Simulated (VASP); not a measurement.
# The (0 0 1) face of CuGePSe in VASP, part 4 of 4

How does the (0 0 1) face of CuGePSe behave as a surface? The start is a computed cell from the Materials Project.

VASP 6.6.1, plane waves and PAW; the level of theory is named at each step.

So far. Step 3 (Surface relaxation): The run ended after 20 ionic steps, 0.089 eV below its first step, once the forces on the free atoms met EDIFFG = -0.03. Step 4 (Vacuum level and density of states): The vacuum level lies 5.94 eV above the Fermi level at the upper face; the two faces differ by 1.03 eV, the step that the slab's dipole of 0.075 e·Å makes.

## 5. Tunnelling image, filled states within 0.5 eV

Level of this step: LDA, no spin polarisation; plane waves and PAW (Ge_d, P, Cu, Se) (VASP).

A partial density over this window, at constant height above the top atom, is the Tersoff-Hamann picture of a tunnelling image.

Contents of INCAR:

```
SYSTEM = CuGePSe
PREC = Normal
ENCUT = 320
EDIFF = 1E-05
NELM = 120
ISMEAR = 0
SIGMA = 0.05
LREAL = .FALSE.
ALGO = Fast
GGA = CA
NBANDS = 56
LWAVE = .FALSE.
LCHARG = .FALSE.
ISTART = 1
LPARD = .TRUE.
NBMOD = -3
EINT = -0.5 0
LSEPB = .FALSE.
LSEPK = .FALSE.
```

Contents of POSCAR:

```
CuGePSe
1.0
    3.9076160419      0.0000000000      0.0000000000
   -1.9538080210      3.3840947606      0.0000000000
    0.0000000000      0.0000000000     25.3416781228
Ge P Cu Se
2 2 2 2
Direct
    0.3333333300      0.6666666700      0.2959551400
    0.0000000000      0.0000000000      0.5470708986
    0.6666666700      0.3333333300      0.3335213800
    0.3333333300      0.6666666700      0.5830884932
    0.6666666700      0.3333333300      0.4217168100
    0.3333333300      0.6666666700      0.6696460530
    0.0000000000      0.0000000000      0.4527522100
    0.6666666700      0.3333333300      0.6896646607
```

Contents of KPOINTS:

```
Automatic mesh
0
Gamma
9 9 1
0 0 0
```

Potentials, in the order of the species: Ge_d, P, Cu and Se (LDA family, release 64).

The run starts from files that an earlier step left in the folder.

Launch:

```
mpirun -np 2 vasp_std
```

Output:

```text
[banner, memory and clock lines left out]
running    2 mpi-ranks, on    1 nodes
 distrk:  each k-point on    2 cores,    1 groups
 distr:  one band on    1 cores,    2 groups

 POSCAR found type information on POSCAR GeP CuSe
 POSCAR found :  4 types and       8 ions
 LDA part: xc-table for (Slater(with rela. corr.)+CA(PZ))
 , standard interpolation
 found WAVECAR, reading the header
 POSCAR, INCAR and KPOINTS ok, starting setup
 FFT: planning ... GRIDC
 FFT: planning ... GRID_SOFT
 FFT: planning ... GRID
 reading WAVECAR
 the WAVECAR file was read successfully
Calculating partial charge density.
NDMOD =  -3
Energy range w.r.t. Fermi energy from INCAR:   -0.500   0.000
Efermi =   -0.565
No KPOINTS given: use all of them.

*****************************************************
* Parameters from pardens
*****************************************************

NBMOD is set to  -3
Selected energy range (EINT)   -1.0655  -0.5655
Selected all k-points to calculate charge density.
k-point no.    1; bands inside the range    0

k-point no.    2; bands inside the range    3
  33  34  35
k-point no.    3; bands inside the range    2
  34  35
k-point no.    4; bands inside the range    2
  35  36
k-point no.    5; bands inside the range    1
  37
k-point no.    6; bands inside the range    2
  34  35
k-point no.    7; bands inside the range    1
  36
k-point no.    8; bands inside the range    1
  36
k-point no.    9; bands inside the range    2
  36  37
k-point no.   10; bands inside the range    1
  36
k-point no.   11; bands inside the range    2
  36  37
k-point no.   12; bands inside the range    1
  37
Finished calculating partial charge density.
VASP will stop now.
```

It took 1.4 s on 2 MPI ranks of Intel Xeon 6975P-C (Granite Rapids), shared host; 1.6 s of CPU time.

From OUTCAR (step 5):

```text
   NELECT =      72.0000    total number of electrons

[... 8 parts as in an earlier step ...]

[... 2 further parts left out ...]
```

Local density of states in the window along a and b. Constant height, 2.5 Å above the top atom.

Values in units of 1e-3 e/Å³, 12 rows by 16 columns, each cell a mean:
```
0.1 0.1 0.1 0.2 0.2 0.2 0.3 0.3 0.3 0.3 0.2 0.2 0.2 0.1 0.1 0.1
0.1 0.1 0.1 0.1 0.1 0.2 0.2 0.2 0.2 0.2 0.1 0.1 0.1 0.1 0.2 0.2
0.2 0.2 0.1 0.1 0.1 0.1 0.1 0.1 0.1 0.1 0.1 0.2 0.2 0.2 0.2 0.2
0.3 0.2 0.1 0.1 0.1 0.0 0.1 0.1 0.1 0.2 0.2 0.3 0.3 0.4 0.3 0.3
0.3 0.2 0.2 0.1 0.1 0.1 0.1 0.1 0.2 0.3 0.4 0.5 0.5 0.5 0.5 0.4
0.4 0.2 0.2 0.1 0.1 0.1 0.2 0.3 0.4 0.5 0.6 0.7 0.7 0.7 0.6 0.5
0.3 0.2 0.2 0.1 0.1 0.2 0.3 0.4 0.6 0.7 0.9 0.9 0.9 0.8 0.7 0.5
0.3 0.2 0.1 0.1 0.2 0.3 0.4 0.6 0.8 0.9 1.0 1.0 0.9 0.8 0.6 0.4
0.2 0.2 0.1 0.2 0.2 0.4 0.5 0.7 0.9 1.0 1.0 1.0 0.8 0.7 0.5 0.3
0.2 0.1 0.1 0.2 0.3 0.4 0.5 0.7 0.8 0.9 0.9 0.8 0.6 0.5 0.3 0.2
0.1 0.1 0.2 0.2 0.3 0.4 0.5 0.6 0.7 0.7 0.6 0.5 0.4 0.3 0.2 0.2
0.1 0.1 0.2 0.2 0.3 0.3 0.4 0.4 0.5 0.4 0.4 0.3 0.3 0.2 0.2 0.1
```
Columns: along a (fractional) from 0 to 0.972; rows upwards: along b (fractional) from 0 to 0.972.

Partial charge density in the ca plane at fractional y = 0.333, with atoms of P and Cu and Se within 0.2 Å of it. It is the smooth field of the valence electrons, not physical close to the nuclei.

Ten even steps from '0' (-0.04 Å⁻³) to '9' (0.52 Å⁻³), each cell a mean:
```
00000000000000111100000000000000000001111111
00000000000001111111121000000000000011211221
00000000000011101111494100000000000112300231
00000000000011101111595100000000000112300232
00000000000001111111232000000000000011211221
00000000000000111100100000000000000001111111
00000000000000010000000110000000000000000000
00000000011100000000001110000000000000000000
00000000011100000000001111000000000000000000
00000000000000000000000110000000000000000000
```
Columns run along c (16.0 Å, from fractional 0.12 to 0.75 of the cell), rows up along a (3.9 Å). Atoms in or near the plane, at fractional coordinates: P at (0.33, 0.67), Cu at (0.42, 0.67), Se at (0.69, 0.67).

Shared out to the nearest atoms, the partial charge density (by size) has 33 % on Se; its largest share on one atom is 22 % (Se8), and it takes 6 of the 8 atoms to pass 80 %.

Between its 5th and 95th percentile the partial density varies by a factor of 11, which sets the contrast of the image.

## 6. Tunnelling image, empty states within 0.5 eV

A partial density over this window, at constant height above the top atom, is the Tersoff-Hamann picture of a tunnelling image.

INCAR: that of step 5 with these lines changed.

```diff
@@ -16,3 +16,3 @@
 NBMOD = -3
-EINT = -0.5 0
+EINT = 0 0.5
 LSEPB = .FALSE.
```

POSCAR is that of step 5.

KPOINTS is that of step 5.

The WAVECAR or CHGCAR of an earlier step is read.

Launch:

```
mpirun -np 2 vasp_std
```

Output:

```text
[banner, memory and clock lines left out]
 POSCAR found type information on POSCAR GeP CuSe
 POSCAR found :  4 types and       8 ions
 LDA part: xc-table for (Slater(with rela. corr.)+CA(PZ))
 , standard interpolation
 found WAVECAR, reading the header
 POSCAR, INCAR and KPOINTS ok, starting setup
 FFT: planning ... GRIDC
 FFT: planning ... GRID_SOFT
 FFT: planning ... GRID
 reading WAVECAR
 the WAVECAR file was read successfully
Calculating partial charge density.
NDMOD =  -3
Energy range w.r.t. Fermi energy from INCAR:    0.000   0.500
Efermi =   -0.565
No KPOINTS given: use all of them.

NBMOD is set to  -3
Selected energy range (EINT)   -0.5655  -0.0655
Selected all k-points to calculate charge density.
k-point no.    1; bands inside the range    4
  33  34  35  36
k-point no.    2; bands inside the range    0

k-point no.    3; bands inside the range    2
  36  37
k-point no.    4; bands inside the range    1
  37
k-point no.    5; bands inside the range    0

k-point no.    6; bands inside the range    1
  36
k-point no.    7; bands inside the range    1
  37
k-point no.    8; bands inside the range    1
  37
k-point no.    9; bands inside the range    0

k-point no.   10; bands inside the range    1
  37
k-point no.   11; bands inside the range    0

k-point no.   12; bands inside the range    0

Finished calculating partial charge density.
VASP will stop now.

[... 2 parts as in an earlier step ...]
```

The job ended after 1.4 s (2 MPI ranks; 1.7 s of CPU time).

Parts of OUTCAR (step 6):

```text
   NELECT =      72.0000    total number of electrons

[... 8 parts as in an earlier step ...]

[... 2 further parts left out ...]
```

Local density of states in the window along a and b. Constant height, 2.5 Å above the top atom.

Ten even steps from '0' (0.18 × 1e-4 e/Å³) to '9' (5.07 × 1e-4 e/Å³), each cell a mean:
```
111111111122222222222222211111111111
111111111111112222221111111111111111
111111111111111111111111111111111111
111111111000000000000111111111111111
111111100000000000000011111111222221
221111100000000000000111112222222222
222111000000000000011112222333333332
222111000000000000111222333444444333
322111000000000011122334445555554443
332211000000000112233445566666665544
332211000000011122344556677777766544
322111000001112233455677888888776544
322111100111122344567788999988776544
322111111111223445678899999988766543
221111111112234456788999999987765443
211111111122334566788999999877654432
111111111223345567788999888766544322
111111111223345566778888776655433221
111111112223345566677776665544332211
111111112223344555566655544333221111
111111112223334444444444433322211111
111111111222233333333333322221111111
```
Columns: along a (fractional) from 0 to 0.972; rows upwards: along b (fractional) from 0 to 0.972.

Partial charge density in the ca plane at fractional y = 0.333, with atoms of P and Cu and Se within 0.2 Å of it. It is the smooth field of the valence electrons, not physical close to the nuclei.

Ten even steps from '0' (-0.01 Å⁻³) to '9' (0.18 Å⁻³), each cell a mean:
```
00000000000000000011100000000000000000000011
00000000000000000111111012100000000000001122
00000000000000001210121149510000000000001330
00000000000000001210121159620000000000001330
00000000000000001111121013100000000000001222
00000000000000000011110000000000000000000111
00000000000000000000000000000000000000000000
00000000000000000000000000000000000000000000
00000000000000000000000000000000000000000000
00000000000000000000000000000000000000000000
```
Columns run along c (16.0 Å, from fractional 0.06 to 0.69 of the cell), rows up along a (3.9 Å). Atoms in or near the plane, at fractional coordinates: P at (0.33, 0.67), Cu at (0.42, 0.67), Se at (0.69, 0.67).

Shared out to the nearest atoms, the partial charge density (by size) has 30 % on Se; its largest share on one atom is 22 % (Se8), and it takes 6 of the 8 atoms to pass 80 %.

Between its 5th and 95th percentile the partial density varies by a factor of 11, which sets the contrast of the image.

## 7. Putting the energies together

This step: slab, LDA; plane waves and PAW (VASP 6.6.1).

This step runs nothing: it gathers the runs above.

Numbers from this step:

```yaml
surface_energy_as_cut: 1.015 J/m²
relaxation_gain: 0.1080 J/m²
surface_energy_relaxed: 0.9067 J/m²
```

The surface energy as cut is the slab's energy at the first step, less 8 times the bulk energy an atom (-5.1524 eV), over twice the area of 13.22 Å².

## 8. Summary of results

```
surface energy, relaxed   : 0.907 J/m²
surface energy, as cut    : 1.01 J/m²
work function of the slab : 5.94 eV
```

**Reading.** The work function is 5.94 eV at the upper face and 4.91 eV at the lower, which was held as cut. The surface costs 0.91 J/m²; for a metal this figure can move by about 0.1 J/m² with the k mesh. Relaxing the upper layers lowers the surface energy from 1.01 to 0.91 J/m². The value as cut is the mean over both faces, and the gain of the relaxation is booked to the faces that were free. The atom that ends on top (Se) moved inwards by 0.36 Å. The two faces are unlike, so this surface energy mixes both and is that of neither alone. The cell in the plane was kept as given and was not relaxed here.

[Lines on the potential files, build, host, timing and source positions are cut from VASP's logs without a mark.]

[Logs are printed without paths, hosts, clocks, repeated set-up lines and the standing remarks that a program may print on its own settings, such as how far it seeks lower states.]

[Hosts, paths, dates, database ids (printed as entryN), source tags and the programs' standing remarks are cut or masked in the printed files.]

[In band tables of VASP the shares of atoms and orbitals are scaled to a sum of 1 inside the atoms' spheres.]

[Runs that stopped without an error message from VASP are left out.]
